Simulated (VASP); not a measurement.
# GaP: GW quasiparticle gap, part 3 of 4

Aim: the quasiparticle gap of GaP, and what it costs to get it. The cell is of the zinc-blende type, one of the forms listed for this formula. The start is a cell from a database of measured crystal structures.

VASP 6.6.1, plane waves and PAW; the level of theory is named at each step.

So far, quasiparticle gap on the mesh (eV): step 3 (G0W0, ENCUTGW 80, bands in the sums 72) 1.97; step 5 (G0W0, ENCUTGW 100, bands in the sums 96) 2.03; step 7 (G0W0, ENCUTGW 120, bands in the sums 128) 2.07; step 9 (G0W0, ENCUTGW 145, bands in the sums 168) 2.12.

## 11. G0W0, ENCUTGW 170, bands in the sums 208

This step: G0W0 on PBE; plane waves and PAW (Ga_d_GW, P_GW) (VASP 6.6.1).

ENCUTGW rises to 170 eV and the bands with it, to about the number of plane waves under that cutoff.

Contents of INCAR:

```
SYSTEM = GaP
PREC = Accurate
ENCUT = 430
ISMEAR = 0
SIGMA = 0.01
LREAL = .FALSE.
GGA = PE
NBANDS = 208
ALGO = EVGW0
NELMGW = 1
ENCUTGW = 170
NOMEGA = 64
PRECFOCK = Fast
NBANDSGW = 24
LWAVE = .FALSE.
LCHARG = .FALSE.
```

Contents of POSCAR:

```
GaP
1.0
    0.0000000000      2.7252500000      2.7252500000
    2.7252500000      0.0000000000      2.7252500000
    2.7252500000      2.7252500000      0.0000000000
Ga P
1 1
Direct
    0.0000000000      0.0000000000      0.0000000000
    0.7500000000      0.7500000000      0.7500000000
```

Contents of KPOINTS:

```
Automatic mesh
0
Gamma
4 4 4
0 0 0
```

Potentials, in the order of the species: Ga_d_GW and P_GW (PBE family, release 64).

On the command line:

```
> mpirun -np 8 vasp_std
```

The log of the run:

```text
[banner, memory and clock lines left out]
running    8 mpi-ranks, on    1 nodes
[...]
[... a notice as in an earlier step ...]

|                                                                             |
|           W    W    AA    RRRRR   N    N  II  N    N   GGGG   !!!           |
|           W    W   A  A   R    R  NN   N  II  NN   N  G    G  !!!           |
|           W    W  A    A  R    R  N N  N  II  N N  N  G       !!!           |
|           W WW W  AAAAAA  RRRRR   N  N N  II  N  N N  G  GGG   !            |
|           WW  WW  A    A  R   R   N   NN  II  N   NN  G    G                |
|           W    W  A    A  R    R  N    N  II  N    N   GGGG   !!!           |
|                                                                             |
|     The default for ENCUTGWSOFT is different in this version of VASP.       |
|     please manually set ENCUTGWSOFT =170 in the INCAR file.                 |
|                                                                             |

[...]
total number of BLAS operations        447.02 Gflops
NQ=   4    0.2500    0.2500    0.0000,
|.........|.........|.........|.........|.........|.........|.........|.........
 performed       1993000 updates of chi_q(r,r)
 total number of BLAS operations        639.18 Gflops
NQ=   5    0.5000    0.2500    0.0000,
|.........|.........|.........|.........|.........|.........|.........|.........
 performed       2801000 updates of chi_q(r,r)
 total number of BLAS operations        908.29 Gflops
NQ=   6   -0.2500    0.2500    0.0000,
|.........|.........|.........|.........|.........|.........|.........|.........
 performed       3529000 updates of chi_q(r,r)
 total number of BLAS operations       1165.29 Gflops
NQ=   7    0.5000    0.5000    0.0000,
|.........|.........|.........|.........|.........|.........|.........|.........
 performed       3977000 updates of chi_q(r,r)
 total number of BLAS operations       1317.68 Gflops
NQ=   8   -0.2500    0.5000    0.2500,
|.........|.........|.........|.........|.........|.........|.........|.........
 performed       4545000 updates of chi_q(r,r)
 total number of BLAS operations       1514.52 Gflops
 resolving degeneracies of screened two electron integrals

 calculate QP shifts <psi_nk| G(iteration)W_0 |psi_nk>: iteration 1
 entering main loop
[key lines of the parts left out:]
E-fermi :   5.2175
```

Wall time 19 s (8 MPI ranks of Intel Xeon 6975P-C (Granite Rapids), shared host); peak memory 1.7 GiB.

OUTCAR, selected parts (step 11):

```text
 QP shifts <psi_nk| G(iteration)W_0 |psi_nk>: iteration 1
 for sc-GW calculations column KS-energies equals QP-energies in previous step
 and V_xc(KS)=  KS-energies - (<T + V_ion + V_H > + <T+V_H+V_ion>^1  + <V_x>^1)
 k-point   1 :       0.0000    0.0000    0.0000
  band No.  KS-energies  QP-energies   sigma(KS)   V_xc(KS)     V^pw_x(r,r')   Z            occupation Imag(sigma)
    ...
      6      -8.0963      -8.6536     -12.2273     -11.3620     -18.6678       0.6441       2.0000       0.9488
      7       4.4052       3.7780     -13.4359     -12.6166     -14.6171       0.7655       2.0000       0.0345
      8       4.4052       3.7780     -13.4359     -12.6166     -14.6171       0.7655       2.0000       0.0345
      9       4.4052       3.7780     -13.4359     -12.6166     -14.6171       0.7655       2.0000       0.0345
     10       6.2183       6.4860     -11.2792     -11.6281      -6.8650       0.7671       0.0000      -0.0570
     11       8.2588       8.3844     -10.3193     -10.4838      -5.8174       0.7630       0.0000      -0.0576
     12       8.2588       8.3844     -10.3193     -10.4838      -5.8174       0.7630       0.0000      -0.0576
     13       8.2588       8.3844     -10.3193     -10.4838      -5.8174       0.7630       0.0000      -0.0576
    ...

[... 1 part as in an earlier step ...]

[... 2 further parts left out ...]
[key lines of the parts left out:]
E-fermi :   5.2175
```

The gap is now 2.144 eV, +28 meV against the GW run before. Spin-orbit coupling is left out.

## 12. Empty bands

This step: PBE; plane waves and PAW (Ga_d_GW, P_GW) (VASP 6.6.1).

The empty bands are made again, for the run that follows.

Contents of INCAR:

```
SYSTEM = GaP
PREC = Accurate
ENCUT = 430
ISMEAR = 0
SIGMA = 0.01
LREAL = .FALSE.
GGA = PE
NBANDS = 264
ALGO = Exact
NELM = 1
LWAVE = .TRUE.
LCHARG = .FALSE.
LOPTICS = .TRUE.
NEDOS = 1000
CSHIFT = 0.1
```

POSCAR is that of step 11.

KPOINTS is that of step 11.

On the command line:

```
> mpirun -np 8 vasp_std
```

The log of the run:

```text
[banner, memory and clock lines left out]
running    8 mpi-ranks, on    1 nodes
[...]
[... a notice as in an earlier step ...]

 LDA part: xc-table for (Slater+PW92), standard interpolation
 found WAVECAR, reading the header
  number of bands has changed, file:    15 present:   264
  trying to continue reading WAVECAR, but it might fail
 POSCAR, INCAR and KPOINTS ok, starting setup
[...]
reading WAVECAR
 random initialization beyond band           15
 the WAVECAR file was read successfully
 initial charge from wavefunction
 entering main loop
       N       E                     dE             d eps       ncg     rms          rms(c)
[... 1 cycle as in an earlier step ...]
   1 F= -.89551512E+01 E0= -.89551512E+01  d E =-.210305E-44
 writing wavefunctions
 optical routines
 imaginary and real dielectric function
 recalculating local potential from charge density
 direction            1
 direction            2
 direction            3
```

Wall time 2.6 s (8 MPI ranks); peak memory 1.1 GiB; 16 s of CPU time.

Parts of OUTCAR (step 12):

```text
  Total        0.7265392      0.7265392      0.7265392      0.0000000      0.0000000     -0.0000000
  in kB       28.7554788     28.7554788     28.7554788      0.0000000      0.0000000     -0.0000000
  external PRESSURE =      28.7554788 kB  Pullay stress =       0.0000000 kB

 POSITION                                       TOTAL-FORCE (eV/Angst)
 -----------------------------------------------------------------------------------
      0.00000      0.00000      0.00000        -0.000000      0.000000      0.000000
      4.08788      4.08788      4.08788         0.000000     -0.000000     -0.000000
 -----------------------------------------------------------------------------------
    total drift:                               -0.000011     -0.000011     -0.000011

[... 3 parts as in an earlier step ...]

[... 2 further parts left out ...]
[key lines of the parts left out:]
E-fermi :   4.5025
```

WAVECAR now holds 264 bands for 18 electrons.

## 13. G0W0, ENCUTGW 200, bands in the sums 264

This step: G0W0 on PBE; plane waves and PAW (Ga_d_GW, P_GW) (VASP 6.6.1).

ENCUTGW rises to 200 eV and the bands with it, to about the number of plane waves under that cutoff.

Contents of INCAR:

```
SYSTEM = GaP
PREC = Accurate
ENCUT = 430
ISMEAR = 0
SIGMA = 0.01
LREAL = .FALSE.
GGA = PE
NBANDS = 264
ALGO = EVGW0
NELMGW = 1
ENCUTGW = 200
NOMEGA = 64
PRECFOCK = Fast
NBANDSGW = 24
LWAVE = .FALSE.
LCHARG = .FALSE.
```

POSCAR is that of step 12.

KPOINTS is that of step 12.

On the command line:

```
> mpirun -np 8 vasp_std
```

The log of the run:

```text
[banner, memory and clock lines left out]
running    8 mpi-ranks, on    1 nodes
[...]
[... a notice as in an earlier step ...]

|                                                                             |
|           W    W    AA    RRRRR   N    N  II  N    N   GGGG   !!!           |
|           W    W   A  A   R    R  NN   N  II  NN   N  G    G  !!!           |
|           W    W  A    A  R    R  N N  N  II  N N  N  G       !!!           |
|           W WW W  AAAAAA  RRRRR   N  N N  II  N  N N  G  GGG   !            |
|           WW  WW  A    A  R   R   N   NN  II  N   NN  G    G                |
|           W    W  A    A  R    R  N    N  II  N    N   GGGG   !!!           |
|                                                                             |
|     The default for ENCUTGWSOFT is different in this version of VASP.       |
|     please manually set ENCUTGWSOFT =200 in the INCAR file.                 |
|                                                                             |

[...]
total number of BLAS operations       1010.09 Gflops
NQ=   4    0.2500    0.2500    0.0000,
|.........|.........|.........|.........|.........|.........|.........|.........
 performed       2541000 updates of chi_q(r,r)
 total number of BLAS operations       1409.45 Gflops
NQ=   5    0.5000    0.2500    0.0000,
|.........|.........|.........|.........|.........|.........|.........|.........
 performed       3569000 updates of chi_q(r,r)
 total number of BLAS operations       1940.41 Gflops
NQ=   6   -0.2500    0.2500    0.0000,
|.........|.........|.........|.........|.........|.........|.........|.........
 performed       4496000 updates of chi_q(r,r)
 total number of BLAS operations       2457.47 Gflops
NQ=   7    0.5000    0.5000    0.0000,
|.........|.........|.........|.........|.........|.........|.........|.........
 performed       5068000 updates of chi_q(r,r)
 total number of BLAS operations       2752.98 Gflops
NQ=   8   -0.2500    0.5000    0.2500,
|.........|.........|.........|.........|.........|.........|.........|.........
 performed       5792000 updates of chi_q(r,r)
 total number of BLAS operations       3157.00 Gflops
 resolving degeneracies of screened two electron integrals

 calculate QP shifts <psi_nk| G(iteration)W_0 |psi_nk>: iteration 1
 entering main loop
[key lines of the parts left out:]
E-fermi :   5.2175
```

Elapsed: 30 s, on 8 MPI ranks; peak memory 2.1 GiB.

OUTCAR, selected parts (step 13):

```text
 QP shifts <psi_nk| G(iteration)W_0 |psi_nk>: iteration 1
 for sc-GW calculations column KS-energies equals QP-energies in previous step
 and V_xc(KS)=  KS-energies - (<T + V_ion + V_H > + <T+V_H+V_ion>^1  + <V_x>^1)
 k-point   1 :       0.0000    0.0000    0.0000
  band No.  KS-energies  QP-energies   sigma(KS)   V_xc(KS)     V^pw_x(r,r')   Z            occupation Imag(sigma)
    ...
      6      -8.0963      -8.6796     -12.2713     -11.3620     -18.6678       0.6415       2.0000       0.9495
      7       4.4052       3.7383     -13.4887     -12.6166     -14.6171       0.7648       2.0000       0.0167
      8       4.4052       3.7383     -13.4887     -12.6166     -14.6171       0.7648       2.0000       0.0167
      9       4.4052       3.7383     -13.4887     -12.6166     -14.6171       0.7648       2.0000       0.0167
     10       6.2183       6.4429     -11.3360     -11.6281      -6.8650       0.7688       0.0000      -0.0527
     11       8.2588       8.3557     -10.3570     -10.4838      -5.8174       0.7639       0.0000      -0.0673
     12       8.2588       8.3557     -10.3570     -10.4838      -5.8174       0.7639       0.0000      -0.0673
     13       8.2588       8.3557     -10.3570     -10.4838      -5.8174       0.7639       0.0000      -0.0673
    ...

[... 1 part as in an earlier step ...]

[... 2 further parts left out ...]
[key lines of the parts left out:]
E-fermi :   5.2175
```

The gap is now 2.166 eV, +22 meV against the GW run before. Spin-orbit coupling is left out.

## 14. Empty bands

This step: PBE; plane waves and PAW (Ga_d_GW, P_GW) (VASP 6.6.1).

The empty bands are made again, for the run that follows.

Contents of INCAR:

```
SYSTEM = GaP
PREC = Accurate
ENCUT = 430
ISMEAR = 0
SIGMA = 0.01
LREAL = .FALSE.
GGA = PE
NBANDS = 328
ALGO = Exact
NELM = 1
LWAVE = .TRUE.
LCHARG = .FALSE.
LOPTICS = .TRUE.
NEDOS = 1000
CSHIFT = 0.1
```

POSCAR is that of step 13.

KPOINTS is that of step 13.

On the command line:

```
> mpirun -np 8 vasp_std
```

The log of the run:

```text
[banner, memory and clock lines left out]
running    8 mpi-ranks, on    1 nodes
[...]
[... a notice as in an earlier step ...]

 LDA part: xc-table for (Slater+PW92), standard interpolation
 found WAVECAR, reading the header
  number of bands has changed, file:    15 present:   328
  trying to continue reading WAVECAR, but it might fail
 POSCAR, INCAR and KPOINTS ok, starting setup
[...]
reading WAVECAR
 random initialization beyond band           15
 the WAVECAR file was read successfully
 initial charge from wavefunction
 entering main loop
       N       E                     dE             d eps       ncg     rms          rms(c)
[... 1 cycle as in an earlier step ...]
   1 F= -.89551512E+01 E0= -.89551512E+01  d E =-.421875E-39
 writing wavefunctions
 optical routines
 imaginary and real dielectric function
 recalculating local potential from charge density
 direction            1
 direction            2
 direction            3
```

The job ended after 3 s (8 MPI ranks; peak memory 1.1 GiB; 20 s of CPU time).

OUTCAR, selected parts (step 14):

```text
  Total        0.7265392      0.7265392      0.7265392     -0.0000000      0.0000000     -0.0000000
  in kB       28.7554788     28.7554788     28.7554788     -0.0000000      0.0000000     -0.0000000
  external PRESSURE =      28.7554788 kB  Pullay stress =       0.0000000 kB

 POSITION                                       TOTAL-FORCE (eV/Angst)
 -----------------------------------------------------------------------------------
      0.00000      0.00000      0.00000        -0.000000      0.000000     -0.000000
      4.08788      4.08788      4.08788         0.000000     -0.000000      0.000000
 -----------------------------------------------------------------------------------
    total drift:                               -0.000011     -0.000011     -0.000011

[... 3 parts as in an earlier step ...]

[... 2 further parts left out ...]
[key lines of the parts left out:]
E-fermi :   4.4960
```

WAVECAR now holds 328 bands for 18 electrons.

## 15. G0W0, ENCUTGW 230, bands in the sums 328

This step: G0W0 on PBE; plane waves and PAW (Ga_d_GW, P_GW) (VASP 6.6.1).

ENCUTGW rises to 230 eV and the bands with it, to about the number of plane waves under that cutoff.

Contents of INCAR:

```
SYSTEM = GaP
PREC = Accurate
ENCUT = 430
ISMEAR = 0
SIGMA = 0.01
LREAL = .FALSE.
GGA = PE
NBANDS = 328
ALGO = EVGW0
NELMGW = 1
ENCUTGW = 230
NOMEGA = 64
PRECFOCK = Fast
NBANDSGW = 24
LWAVE = .FALSE.
LCHARG = .FALSE.
```

POSCAR is that of step 14.

KPOINTS is that of step 14.

On the command line:

```
> mpirun -np 8 vasp_std
```

The log of the run:

```text
[banner, memory and clock lines left out]
running    8 mpi-ranks, on    1 nodes
[...]
[... a notice as in an earlier step ...]

|                                                                             |
|           W    W    AA    RRRRR   N    N  II  N    N   GGGG   !!!           |
|           W    W   A  A   R    R  NN   N  II  NN   N  G    G  !!!           |
|           W    W  A    A  R    R  N N  N  II  N N  N  G       !!!           |
|           W WW W  AAAAAA  RRRRR   N  N N  II  N  N N  G  GGG   !            |
|           WW  WW  A    A  R   R   N   NN  II  N   NN  G    G                |
|           W    W  A    A  R    R  N    N  II  N    N   GGGG   !!!           |
|                                                                             |
|     The default for ENCUTGWSOFT is different in this version of VASP.       |
|     please manually set ENCUTGWSOFT =230 in the INCAR file.                 |
|                                                                             |

[...]
total number of BLAS operations       1882.19 Gflops
NQ=   4    0.2500    0.2500    0.0000,
|.........|.........|.........|.........|.........|.........|.........|.........
 performed       3169000 updates of chi_q(r,r)
 total number of BLAS operations       2605.10 Gflops
NQ=   5    0.5000    0.2500    0.0000,
|.........|.........|.........|.........|.........|.........|.........|.........
 performed       4449000 updates of chi_q(r,r)
 total number of BLAS operations       3641.13 Gflops
NQ=   6   -0.2500    0.2500    0.0000,
|.........|.........|.........|.........|.........|.........|.........|.........
 performed       5603000 updates of chi_q(r,r)
 total number of BLAS operations       4557.72 Gflops
NQ=   7    0.5000    0.5000    0.0000,
|.........|.........|.........|.........|.........|.........|.........|.........
 performed       6316000 updates of chi_q(r,r)
 total number of BLAS operations       5164.64 Gflops
NQ=   8   -0.2500    0.5000    0.2500,
|.........|.........|.........|.........|.........|.........|.........|.........
 performed       7218000 updates of chi_q(r,r)
 total number of BLAS operations       5941.64 Gflops
 resolving degeneracies of screened two electron integrals

 calculate QP shifts <psi_nk| G(iteration)W_0 |psi_nk>: iteration 1
 entering main loop
[key lines of the parts left out:]
E-fermi :   5.2175
```

The job ended after 45 s (8 MPI ranks; peak memory 2.5 GiB).

Parts of OUTCAR (step 15):

```text
 QP shifts <psi_nk| G(iteration)W_0 |psi_nk>: iteration 1
 for sc-GW calculations column KS-energies equals QP-energies in previous step
 and V_xc(KS)=  KS-energies - (<T + V_ion + V_H > + <T+V_H+V_ion>^1  + <V_x>^1)
 k-point   1 :       0.0000    0.0000    0.0000
  band No.  KS-energies  QP-energies   sigma(KS)   V_xc(KS)     V^pw_x(r,r')   Z            occupation Imag(sigma)
    ...
      6      -8.0963      -8.7005     -12.3020     -11.3620     -18.6678       0.6427       2.0000       0.9412
      7       4.4052       3.7071     -13.5243     -12.6166     -14.6171       0.7691       2.0000      -0.0018
      8       4.4052       3.7071     -13.5243     -12.6166     -14.6171       0.7691       2.0000      -0.0018
      9       4.4052       3.7071     -13.5243     -12.6166     -14.6171       0.7691       2.0000      -0.0018
     10       6.2183       6.4084     -11.3807     -11.6281      -6.8650       0.7683       0.0000      -0.0679
     11       8.2588       8.3344     -10.3850     -10.4838      -5.8174       0.7644       0.0000      -0.0856
     12       8.2588       8.3344     -10.3850     -10.4838      -5.8174       0.7644       0.0000      -0.0856
     13       8.2588       8.3344     -10.3850     -10.4838      -5.8174       0.7644       0.0000      -0.0856
    ...

[... 1 part as in an earlier step ...]

[... 2 further parts left out ...]
[key lines of the parts left out:]
E-fermi :   5.2175
```

The gap is now 2.185 eV, +20 meV against the GW run before. Spin-orbit coupling is left out.

## 16. Empty bands

This step: PBE; plane waves and PAW (Ga_d_GW, P_GW) (VASP 6.6.1).

The empty bands are made again, for the run that follows.

Contents of INCAR:

```
SYSTEM = GaP
PREC = Accurate
ENCUT = 430
ISMEAR = 0
SIGMA = 0.01
LREAL = .FALSE.
GGA = PE
NBANDS = 392
ALGO = Exact
NELM = 1
LWAVE = .TRUE.
LCHARG = .FALSE.
LOPTICS = .TRUE.
NEDOS = 1000
CSHIFT = 0.1
```

POSCAR is that of step 15.

KPOINTS is that of step 15.

On the command line:

```
> mpirun -np 8 vasp_std
```

The log of the run:

```text
[banner, memory and clock lines left out]
running    8 mpi-ranks, on    1 nodes
[...]
[... a notice as in an earlier step ...]

 LDA part: xc-table for (Slater+PW92), standard interpolation
 found WAVECAR, reading the header
  number of bands has changed, file:    15 present:   392
  trying to continue reading WAVECAR, but it might fail
 POSCAR, INCAR and KPOINTS ok, starting setup
[...]
reading WAVECAR
 random initialization beyond band           15
 the WAVECAR file was read successfully
 initial charge from wavefunction
 entering main loop
       N       E                     dE             d eps       ncg     rms          rms(c)
[... 1 cycle as in an earlier step ...]
   1 F= -.89551512E+01 E0= -.89551512E+01  d E =-.317188-119
 writing wavefunctions
 optical routines
 imaginary and real dielectric function
 recalculating local potential from charge density
 direction            1
 direction            2
 direction            3
```

Run time: 3.6 s. Hardware: 8 MPI ranks; peak memory 1.1 GiB.

OUTCAR, selected parts (step 16):

```text
  Total        0.7265392      0.7265392      0.7265392     -0.0000000     -0.0000000      0.0000000
  in kB       28.7554791     28.7554791     28.7554791     -0.0000000     -0.0000000      0.0000000
  external PRESSURE =      28.7554791 kB  Pullay stress =       0.0000000 kB

[... 4 parts as in an earlier step ...]

[... 2 further parts left out ...]
[key lines of the parts left out:]
E-fermi :   4.5686
```

WAVECAR now holds 392 bands for 18 electrons.

(Continued in part 4 of 4.)

[Lines on the potential files, build, host, timing and source positions are cut from VASP's logs without a mark.]

[Logs are printed without paths, hosts, clocks, repeated set-up lines and the standing remarks that a program may print on its own settings, such as how far it seeks lower states.]

[Hosts, paths, dates, database ids (printed as entryN), source tags and the programs' standing remarks are cut or masked in the printed files.]

[Pressures printed for these runs are not shown converged in the cutoff: they can be off by several GPa and have the wrong sign.]
